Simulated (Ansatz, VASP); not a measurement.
# Cross-check of Ru (Ruthenium) between VASP and Ansatz, part 2 of 2

Wanted: the spread between two codes on one cell, functional and k mesh. The cell is taken from a series of runs on this material, whose earlier steps may have relaxed, scaled, displaced or heated it; both programs get it as it stands.

VASP 6.6.1 and Ansatz 0.2.0.

So far: Starting point; VASP: zone-centre phonons, LDA.

## (3) Ansatz: zone-centre phonons, LDA

Level of this step: Ansatz beside VASP: Kohn-Sham DFT, plane waves, LDA (Ansatz).

Ansatz runs on its PAW soft_1 files.

The same cell, functional (in two slightly different forms), mesh and smearing now go to Ansatz, which takes its cutoff from its data sets.

Contents of input.yaml:

```yaml
crystal:
  lattice:
    - [2.6749044221, 0.0, 0.0]
    - [-1.3374522111, 2.3165351823, 0.0]
    - [0.0, 0.0, 4.2239497632]
  atoms:
    - { symbol: Ru, position: [0.3333333333, 0.6666666667, 0.25] }
    - { symbol: Ru, position: [0.6666666667, 0.3333333333, 0.75] }
kpoints:
  mp_grid: { grid: [18, 18, 12] }
hamiltonian:
  xc: lda
  pseudopotentials: { kind: paw, azcp: { folder: soft_1 }, xc_functional: pbe }
scf:
  occupations: { method: methfessel_paxton, width: 0.2 }
output:
  eigenvalues: true
phonons:
  method: dfpt
```

On the command line:

```sh
$ ansatz run input.yaml --threads 4 --pin off --max-ram 10240MiB --backend cpu --events-out ev --progress --plain --runs-dir out
```

Numbers of over 12 decimals in the logs are rounded to 6 here.

The log of the run:

```text
zone centre: on kpoints.mp_grid the ground state, and the responses unless they are solved on pairs of k-points, stand on 637 of the mesh's 3888 k-points, reduced under 4 symmetry operations, with k and −k counted as one. Each operation leaves every solved displacement unchanged or reverses it
Engine: ansatz 0.2.0, aarch64-unknown-linux-gnu
Pseudopotentials: kind: paw
Pseudopotential: Ru, paw, valence charge 16, recommended cutoff 420 eV (normal), soft_1/Ru.paw.azcp
Functional definition: SPW92
  exchange = slater_x
  correlation = pw_c
Crystal: 2 atoms, lattice volume = 26.174 Å³
Basis set: ecut = 420 eV, 537 PW (Γ), exchange–correlation on 36×36×60 points (8 copies of the dense FFT grid, shifted against one another)
Bands: 20, of which v1, the nominal top of the filled ones, is band 16 counted from 1 (15 counted from 0)
Symmetry: 24 space group operations
k-points: 637 of 3888 (irreducible under 4 space group operations, time reversal used)
Non-local potential: Ru, projectors of the file, l = 0: 3, l = 1: 2, l = 2: 2, l = 3: 1
PAW form: soft (Blöchl's): semilocal exchange-correlation on the pseudo side does not see the compensation charge
PAW frozen core: Ru, regenerated for the run's functional, and the local potential with it (the file was generated under x = pbe(κ = 0.804, μ = 0.219515), c = pbe(β = 0.066725))
PAW one-centre angular grid: Ru, 590 points (default); XC on 64 Gauss nodes
Initial density: superposition of atomic densities (chi_scale 0.1, normalization cell)
Initial wavefunctions: pseudopotential atomic-orbital guess
Functional: x = slater, c = lda
SCF iter   1: F=—  HF=-11518.146640 eV  |F-HF|=—  |Δ(HF+E_count)|=         —  Δρ=1.32e-1  dr2=4.22e0  ethr=3.10e-3  ⟨swp⟩=5.0  Hψ=111897  notcnv=0  defer=72
automatic band count: the SCF goes on with 24 bands, as 20 were too few: they end inside the smearing window of the response
preconditioner: auto → none  [metal: Δε(μ)=0.032 eV  Ē_g=11.904 eV  σ=0.200 eV  W_gap=0.13  n_scr=8 (ndim 8)  ℏωp=29.0 eV  f_vac=0.000  D(μ)=1.45/eV (n_scr^D=22)  sad-step TF]
SCF iter   2: F=—  HF=-11517.121708 eV  |F-HF|=—  |Δ(HF+E_count)|=    1.02e0  S|Δr|=    0.00e0  Δρ=7.38e-2  dr2=1.32e0  ethr=3.10e-3  ⟨swp⟩=2.8  Hψ=29298  notcnv=0  defer=1786
SCF iter   3: F=—  HF=-11516.663790 eV  |F-HF|=—  |Δ(HF+E_count)|=   4.58e-1  S|Δr|=    0.00e0  Δρ=3.55e-3  dr2=1.55e-3  ethr=3.10e-3  ⟨swp⟩=2.0  Hψ=21787  notcnv=0  defer=1786
SCF iter   4: F=—  HF=-11516.664484 eV  |F-HF|=—  |Δ(HF+E_count)|=   6.94e-4  S|Δr|=    0.00e0  Δρ=3.65e-4  dr2=9.27e-6  ethr=4.84e-6  ⟨swp⟩=2.4  Hψ=29650  notcnv=0  defer=1661
SCF iter   5: F=—  HF=-11516.664498 eV  |F-HF|=—  |Δ(HF+E_count)|=   1.40e-5  S|Δr|=    0.00e0  Δρ=1.13e-4  dr2=2.02e-6  ethr=2.90e-8  ⟨swp⟩=2.3  Hψ=23025  notcnv=0  defer=1661
SCF iter   6: F=—  HF=-11516.664497 eV  |F-HF|=—  |Δ(HF+E_count)|=   7.40e-7  S|Δr|=    0.00e0  Δρ=2.49e-5  dr2=8.13e-8  ethr=6.32e-9  ⟨swp⟩=2.0  Hψ=21252  notcnv=0  defer=1661
SCF iter   7: F=—  HF=-11516.664497 eV  |F-HF|=—  |Δ(HF+E_count)|=   3.48e-8  S|Δr|=    0.00e0  Δρ=2.25e-6  dr2=9.59e-10  ethr=2.54e-10  ⟨swp⟩=2.6  Hψ=24408  notcnv=0  defer=1661
SCF iter   8: F=-11516.664497 eV  HF=-11516.664497 eV  |F-HF|=0.00e0  |Δ(HF+E_count)|=  6.91e-11  S|Δr|=    0.00e0  Δρ=1.17e-7  dr2=2.34e-12  ethr=1.00e-12  ⟨swp⟩=9.1  Hψ=89239  notcnv=0
SCF 1 converged in 8 iterations: F = -11516.664497 eV  dr2 = 2.34e-12
  greatest PAW one-centre occupation: 1.000 electrons in one spin orbital (limit 2), on the Ru atom at site 1 (counted from 0), in its partial waves of l = 0
DFPT response loops at Γ: preconditioner auto → Kerker (q_TF=auto, 2.821 Å⁻¹) (partly filled bands, converged f_vac=0.000); β = 1.00, the filter's whole step (`scf.mixing.beta` (0.50) is not read by the response loops under this deck's `scf.mixing.preconditioner`; to damp them name `kerker` or `kerker_dos`, under which they read `scf.mixing.beta`, and type it under 1.00, their step now; both keys bind the ground state too); Broyden in place of MSR1
SCF converged after 8 iterations
Stability not checked: this state was not tested for a lower state beside it, because cold or Methfessel-Paxton smearing, or corrected tetrahedra, fill the levels in a way that the test cannot read (fill_not_monotonic; see scf.lower_state_search)
Free energy (F): -11516.664497 eV
Harris-Foulkes:  -11516.664497 eV  (|F-HF|=0.00e0)
Internal energy: -11516.665083 eV  (E = F + TS)
E sigma→0 (E₀):  -11516.664644 eV
Entropy (-TS):   0.000586 eV (0.293 meV/atom)
Fermi energy:    24.087275 eV
Step filling:    the computed levels leave a gap of 0.0000 eV = 0.0 smearing widths at the electron count; against every level under it full and every level over it empty, smearing changes F+E_penalty+E_count by +0.437 meV and its σ→0 estimate by +0.290 meV
--- Per-component energies (eV) ---
  E_band       = -90.186149
  E_kinetic    = 923.857183
  E_local      = -2473.204004  (includes V_loc(G=0)·N_el)
  E_nonlocal   = 836.018598
  E_hartree    = 816.265873
  E_xc         = -339.800317
  E_vxc        = -431.285150  (∫ρ·V_xc dr)
  E_paw        = -6763.812583  (= ΣΔE_a)
  E_vpaw       = -578.105677  (= ΣTr[D̂ρ^β])
  E_aug_tail   = 0.001066  (compensation charges beyond the density's cutoff)
  E_ewald      = -4517.134268
  E_core_change = 1.143369  (= ΣΔE_core)
  E_smearing   = 0.000586  (= −TS)
  E_closure    = -0.000000  (closes the sum)
  Σ components = -11516.664497   (vs F -11516.664497, Δ=0.00e0)
--- Band table (eV; the first three rows and the last of 637) ---
  k-point 0: bands = [... 12 lower, 21.5293, 22.0516, 22.0516, 22.5911, 22.5911, 25.3446, 25.3446, 25.4266, ... 4 higher]
  k-point 1: bands = [... 12 lower, 21.4873, 22.0009, 22.0009, 22.7113, 22.7113, 25.1531, 25.3520, 25.3520, ... 4 higher]
  k-point 2: bands = [... 12 lower, 21.3712, 21.8634, 21.8634, 23.0138, 23.0138, 24.4449, 25.3572, 25.3572, ... 4 higher]
  k-point 636: bands = [... 12 lower, 21.3099, 21.3099, 22.6597, 22.6597, 25.8408, 25.8408, 29.3597, 29.3597, ... 4 higher]
--- Phonons (Γ-DFPT): 2 representative perturbations + reference, on 637 of 3888 k-points (Σ response iterations 6) ---
  k mesh reduced under 4 symmetry operations, with k and −k counted as one. Each operation leaves every solved displacement unchanged or reverses it
  ASR residual: 8.063e-5 → 0.000e0 eV/Å²; symmetrization residual: 9.296e-10 eV/Å²
  ASR residual per site (eV/Å²): 8.06e-5 8.06e-5
  Γ frequencies (cm⁻¹): 0.00 0.00 0.00 211.57 211.57 277.71
  non-analytic LO–TO correction: not included (Born effective charges unavailable; polar crystals: no LO–TO splitting at Γ)
```

## (4) Differences

Known differences besides the potentials themselves: the data sets hold 32 valence electrons in Ansatz (on its PAW soft_1 files) and 28 in VASP; the cutoff is 420 eV in Ansatz and 500 eV in VASP; VASP's log shows a relativistic correction to its local exchange, Ansatz's none. Total energies have different zeros and are not compared.

Compared:

```csv
quantity,Ansatz,VASP,difference
optical mode 1 to 2 (cm⁻¹),211.6,211.7,-0.06 %
optical mode 3 (cm⁻¹),277.7,279.6,-0.66 %
```

Modes are paired by rising frequency, not by their patterns, so a pair may set unlike modes beside each other; they are those without the splitting of longitudinal modes.

## (5) What came out

```
r.m.s. difference of the optical zone-centre modes, each program's sorted by frequency (zone-centre phonons, LDA) : 1.1 cm⁻¹
difference in optical mode 3 (zone-centre phonons, LDA)                                                           : -0.7 %
```

**Reading.** The r.m.s. difference of the optical zone-centre modes, each program's sorted by frequency is 1.1 cm⁻¹ (zone-centre phonons, LDA). The data sets hold unlike numbers of valence electrons (32 in Ansatz and 28 in VASP), so part of the differences comes from the potentials. Among the rows given in per cent, the largest difference of the zone-centre phonons, LDA pair is in optical mode 3, -0.7 %. How closely two codes agree says nothing of how well the functional describes the real material.

[Lines on the potential files, build, host, timing and source positions are cut from VASP's logs without a mark.]

[Logs are printed without paths, hosts, clocks, repeated set-up lines and the standing remarks that a program may print on its own settings, such as how far it seeks lower states.]

[Hosts, paths, dates, database ids (printed as entryN), source tags and the programs' standing remarks are cut or masked in the printed files.]
